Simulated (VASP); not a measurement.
# CsC (P4/nmm) in VASP: a series of runs

Runs on CsC. Level: PBE+D3(BJ). Tasks: single point, relaxation of cell and atoms.

Program: VASP 6.6.1. These are calculated values, not measurements. Logs are shortened: lines on timing, memory, paths and dates and some standing lists are left out, and cuts for length are marked.

## 1. The structure

Symmetry: P4/nmm, No. 129, tetragonal system. Conventional cell: a = 3.246 Å, b = 3.246 Å, c = 9.023 Å, α = 90.00°, β = 90.00°, γ = 90.00°. Cs (site symmetry 4mm) has 4 C at 2.97 Å and 4 Cs at 3.25 Å as nearest neighbours. C (site symmetry -4m2) has 4 C at 2.30 Å as nearest neighbours.

The cell was built by a generator and needn't be a form met in nature.

## 2. Single point, PBE+D3(BJ)

File INCAR:

```
SYSTEM = CsC
PREC = Accurate
ENCUT = 520
EDIFF = 1E-7
ISMEAR = 0
SIGMA = 0.1
LREAL = .False.
LASPH = .True.
NELM = 60
ALGO = Normal
ISIF = 2
LWAVE = .False.
LCHARG = .False.
GGA = PE
IVDW = 12
NBANDS = 21
```

File KPOINTS:

```
regular mesh
0
Gamma
  6 6 2
  0 0 0
```

File POSCAR:

```
CsC
1.0
    3.2459781754      0.0000000000      0.0000000000
    0.0000000000      3.2459781754      0.0000000000
    0.0000000000      0.0000000000      9.0230676786
Cs C
2 2
Direct
    0.0000000000      0.5000000000      0.2758708580
    0.5000000000      0.0000000000      0.7241291420
    0.0000000000      0.0000000000      0.0000000000
    0.5000000000      0.5000000000      0.0000000000
```

Potentials or basis: VASP PAW PBE potentials, release 64 (Cs_sv, C).

Launch:

```console
$ cat potpaw_PBE.64/Cs_sv/POTCAR potpaw_PBE.64/C/POTCAR > POTCAR
$ mpirun -np 1 vasp_std > vasp.out
```

OUTCAR:

```text
SYSTEM = CsC
   PREC = Accurate
   ENCUT = 520
   EDIFF = 1E-7
   ISMEAR = 0
   LREAL = .False.
   LASPH = .True.
   NELM = 60
   ISIF = 2
   GGA = PE
   IVDW = 12
 IVDW          = 12

 ion  position               nearest neighbor table
   1  0.000  0.500  0.276-
   2  0.500  0.000  0.724-
   3  0.000  0.000  0.000-
   4  0.500  0.500  0.000-

  LATTYP: Found a simple tetragonal cell.
 ALAT       =     3.2459781754
 C/A-ratio  =     2.7797684368

  Lattice vectors:

 A1 = (   3.2459781754,   0.0000000000,   0.0000000000)
 A2 = (   0.0000000000,   3.2459781754,   0.0000000000)
 A3 = (   0.0000000000,   0.0000000000,   9.0230676786)

Analysis of symmetry for initial positions (statically):
=====================================================================
 Subroutine PRICEL returns:
 Original cell was already a primitive cell.

 Routine SETGRP: Setting up the symmetry group for a
 simple tetragonal supercell.

 Subroutine GETGRP returns: Found 16 space group operations
 (whereof  8 operations were pure point group operations)
 out of a pool of 16 trial point group operations.

The static configuration has the point symmetry D_2d.
 The point group associated with its full space group is D_4h.

Analysis of symmetry for dynamics (positions and initial velocities):
=====================================================================
 Subroutine PRICEL returns:
 Original cell was already a primitive cell.

 Routine SETGRP: Setting up the symmetry group for a
 simple tetragonal supercell.

 Subroutine GETGRP returns: Found 16 space group operations
 (whereof  8 operations were pure point group operations)
 out of a pool of 16 trial point group operations.

The dynamic configuration has the point symmetry D_2d.
 The point group associated with its full space group is D_4h.

 Subroutine INISYM returns: Found 16 space group operations
 (whereof  8 operations are pure point group operations),
 and found     1 'primitive' translations

----------------------------------------------------------------------------------------

                                     Primitive cell

  volume of cell :      95.0704

  direct lattice vectors                    reciprocal lattice vectors
     3.245978175  0.000000000  0.000000000     0.308073544  0.000000000  0.000000000
     0.000000000  3.245978175  0.000000000     0.000000000  0.308073544  0.000000000
     0.000000000  0.000000000  9.023067679     0.000000000  0.000000000  0.110827053

  length of vectors
     3.245978175  3.245978175  9.023067679     0.308073544  0.308073544  0.110827053

  position of ions in fractional coordinates (direct lattice)
     0.000000000  0.500000000  0.275870858
     0.500000000  0.000000000  0.724129142
     0.000000000  0.000000000  0.000000000
     0.500000000  0.500000000  0.000000000

  ion indices of the primitive-cell ions
   primitive index   ion index
                 1           1
                 2           2
                 3           3
                 4           4

----------------------------------------------------------------------------------------

 KPOINTS: regular mesh

Automatic generation of k-mesh.
 Grid dimensions read from file:
 generate k-points for:    6    6    2

 Generating k-lattice:

  Cartesian coordinates                     Fractional coordinates (reciprocal lattice)
     0.051345591  0.000000000  0.000000000     0.166666667  0.000000000  0.000000000
     0.000000000  0.051345591  0.000000000     0.000000000  0.166666667  0.000000000
     0.000000000  0.000000000  0.055413527     0.000000000  0.000000000  0.500000000

  Length of vectors
     0.051345591  0.051345591  0.055413527

  Shift w.r.t. Gamma in fractional coordinates (k-lattice)
     0.000000000  0.000000000  0.000000000

 Subroutine IBZKPT returns following result:
 ===========================================

 Found     20 irreducible k-points:

 Following reciprocal coordinates:
            Coordinates               Weight
  0.000000  0.000000  0.000000      1.000000
  0.166667  0.000000  0.000000      4.000000
  0.333333  0.000000  0.000000      4.000000
  0.500000  0.000000  0.000000      2.000000
  0.166667  0.166667  0.000000      4.000000
  0.333333  0.166667  0.000000      8.000000
[... 12 lines left out ...]
  0.500000  0.333333  0.500000      4.000000
  0.500000  0.500000  0.500000      1.000000
   k-points           NKPTS =     20   k-points in BZ     NKDIM =     20   number of bands    NBANDS=     21
   number of dos      NEDOS =    301   number of ions     NIONS =      4
   total plane-waves  NPLWV =  40320
   dimension x,y,z NGX =    24 NGY =   24 NGZ =   70
   dimension x,y,z NGXF=    48 NGYF=   48 NGZF=  140
   ions per type =               2   2
   NGX,Y,Z   is equivalent  to a cutoff of  12.29, 12.29, 12.90 a.u.
   NGXF,Y,Z  is equivalent  to a cutoff of  24.58, 24.58, 25.79 a.u.
 SYSTEM =  CsC
   PREC   = accura    normal or accurate (medium, high low for compatibility)
   ISTART =      0    job   : 0-new  1-cont  2-samecut
   ICHARG =      2    charge: 1-file 2-atom 10-const
   ISPIN  =      1    spin polarized calculation?
   LNONCOLLINEAR =      F non collinear calculations
   LSORBIT =      F    spin-orbit coupling
   LASPH  =      T    aspherical Exc in radial PAW
   ENCUT  =  520.0 eV  38.22 Ry    6.18 a.u.   6.04  6.04 16.78*2*pi/ulx,y,z
   NELM   =     60;   NELMIN=  2; NELMDL= -5     # of ELM steps
   EDIFF  = 0.1E-06   stopping-criterion for ELM
   LREAL  =      F    real-space projection
   EDIFFG = 0.1E-05   stopping-criterion for IOM
   NSW    =      0    number of steps for IOM
   IBRION =     -1    ionic relax: 0-MD 1-quasi-New 2-CG
   NFREE  =      0    steps in history (QN), initial steepest desc. (CG)
   ISIF   =      2    stress and relaxation
   ISYM   =      2    0-nonsym 1-usesym 2-fastsym
   POTIM  = 0.5000    time-step for ionic-motion
   TEBEG  =    0.0;   TEEND  =   0.0 temperature during run
   PSTRESS=    0.0 pullay stress
   NELECT =      26.0000    total number of electrons
   NUPDOWN=      -1.0000    fix difference up-down
   EMIN   =  10.00;   EMAX   =-10.00  energy-range for DOS
   EFERMI =   0.00;   METHOD = LEGACY
   ISMEAR =     0;   SIGMA  =   0.10  broadening in eV -4-tet -1-fermi 0-gaus
   EFERMI_NEDOS =   21; number of points for ismear=-14 and -15
   IALGO  =     38    algorithm
   IMIX   =      4    mixing-type and parameters
     AMIX     =   0.40;   BMIX     =  1.00
     AMIX_MAG =   1.60;   BMIX_MAG =  1.00
  volume/ion in A,a.u.               =      23.77       160.39
  Fermi-wavevector in a.u.,A,eV,Ry     =   1.062635  2.008089 15.363607  1.129193
  Thomas-Fermi vector in A             =   2.198093
   LORBIT       =      0    0 simple, 1 ext, 2 COOP (PROOUT), +10 PAW based schemes
   GGA     = PE    functional components
   LHFCALC =     F    Hartree Fock is set to
   AEXX    =    0.0000 exact exchange contribution
   IVDW    =    12    specifies the selected vdW correction
   LEPSILON=     F    determine dielectric tensor
   LRPA    =     F    only Hartree local field effects (RPA)
 non-spin polarized calculation
 Gauss-broadening in eV      SIGMA  =   0.10
  energy-cutoff  :      520.00
  volume of cell :       95.07
 maximum number of plane-waves:      2600
   NGX = 13   NGY = 13   NGZ = 33

 number of electron      26.0000005 magnetization

 Free energy of the ion-electron system (eV)
  ---------------------------------------------------
  ext. energy  EPLUGINS =         0.00000000
  ---------------------------------------------------
  free energy    TOTEN  =       -10.13800181 eV

  energy without entropy =      -10.13011565  energy(sigma->0) =      -10.13405873

 E-fermi :   4.1233     XC(G=0):  -9.4533

 val. band max:        4.0628570979   @ k =   0.3333   0.3333   0.5000
 cond. band min:       4.2547978342   @ k =   0.3333   0.3333   0.0000
 fundamental gap:      0.1919407363
 Fermi energy:         4.1233151189

 k-point     1 :       0.0000    0.0000    0.0000
  band No.  band energies     occupation
      1     -19.6438      2.00000
      2     -19.5945      2.00000
      3      -8.5590      2.00000
      4      -6.2618      2.00000
      5      -5.1723      2.00000
      6      -4.2495      2.00000
[... 13 lines left out ...]
     20       9.6685      0.00000
     21       9.6685      0.00000

 k-point     2 :       0.1667    0.0000    0.0000
  band No.  band energies     occupation
      1     -19.4858      2.00000
      2     -19.4412      2.00000
      3      -8.2749      2.00000
      4      -6.1157      2.00000
      5      -5.5659      2.00000
      6      -5.5347      2.00000
[... 13 lines left out ...]
     20       8.8851      0.00000
     21       9.1633      0.00000

 k-point     3 :       0.3333    0.0000    0.0000
  band No.  band energies     occupation
      1     -19.1357      2.00000
      2     -19.1072      2.00000
      3      -7.6797      2.00000
      4      -7.4426      2.00000
      5      -7.1513      2.00000
      6      -5.8687      2.00000
[... 13 lines left out ...]
     20       8.0085      0.00000
     21      10.1105      0.00000
[... 361 lines left out ...]
 k-point    19 :       0.5000    0.3333    0.5000
  band No.  band energies     occupation
      1     -18.4442      2.00000
      2     -18.4442      2.00000
      3      -7.7003      2.00000
      4      -7.7003      2.00000
      5      -6.7312      2.00000
      6      -6.7312      2.00000
[... 13 lines left out ...]
     20       8.9608      0.00000
     21      10.2452      0.00000

 k-point    20 :       0.5000    0.5000    0.5000
  band No.  band energies     occupation
      1     -18.2588      2.00000
      2     -18.2588      2.00000
      3      -7.4978      2.00000
      4      -7.4978      2.00000
      5      -7.4698      2.00000
      6      -7.4698      2.00000
[... 13 lines left out ...]
     20       8.9094      0.00000
     21      10.1509      0.00000

------------------------ aborting loop because EDIFF is reached ----------------------------------------

 Edisp (eV)   -0.79934

 E8    (eV) :    -0.4159

  FORCE on cell =-STRESS in cart. coord.  units (eV):
  Direction    XX          YY          ZZ          XY          YZ          ZX
  --------------------------------------------------------------------------------------
  -------------------------------------------------------------------------------------
  Total       0.29365     0.29365     0.23847     0.00000    -0.00000     0.00000
  in kB       4.94869     4.94869     4.01889     0.00000    -0.00000     0.00000
  external pressure =        4.64 kB  Pullay stress =        0.00 kB

 VOLUME and BASIS-vectors are now :
 -----------------------------------------------------------------------------
  energy-cutoff  :      520.00
  volume of cell :       95.07
      direct lattice vectors                 reciprocal lattice vectors
     3.245978175  0.000000000  0.000000000     0.308073544  0.000000000  0.000000000
     0.000000000  3.245978175  0.000000000     0.000000000  0.308073544  0.000000000
     0.000000000  0.000000000  9.023067679     0.000000000  0.000000000  0.110827053

 POSITION                                       TOTAL-FORCE (eV/Angst)
 -----------------------------------------------------------------------------------
      0.00000      1.62299      2.48920         0.000000      0.000000      0.029423
      1.62299      0.00000      6.53387        -0.000000      0.000000     -0.029423
      0.00000      0.00000      0.00000         0.000000      0.000000      0.000000
      1.62299      1.62299      0.00000         0.000000     -0.000000      0.000000
 -----------------------------------------------------------------------------------
    total drift:                                0.000000     -0.000000     -0.000000

  FREE ENERGIE OF THE ION-ELECTRON SYSTEM (eV)
  ---------------------------------------------------
  free  energy   TOTEN  =       -10.9373426454 eV

  energy  without entropy=      -10.9294564873  energy(sigma->0) =      -10.93339957
```

It took 19 s on 1 thread of Intel Xeon 6975P-C (Granite Rapids), shared host; peak memory 0.21 GiB.

Results:

```yaml
Free_energy: -10.9373 eV
Pressure: 0.5 GPa
Largest_force: 0.029 eV/Å
Band_gap_on_the_k_mesh: none (metal or under the smearing width)
Dispersion_energy_per_atom: -0.200 eV
```

Forces on the atoms (eV/Å):
```
Cs   0.000  0.000  0.029
Cs   0.000  0.000 -0.029
C    0.000  0.000  0.000
C    0.000  0.000  0.000
```

Caveat: pairwise dispersion overbinds metals, which lowers pressure and volume.

(Part 1 of 2 ends here.)
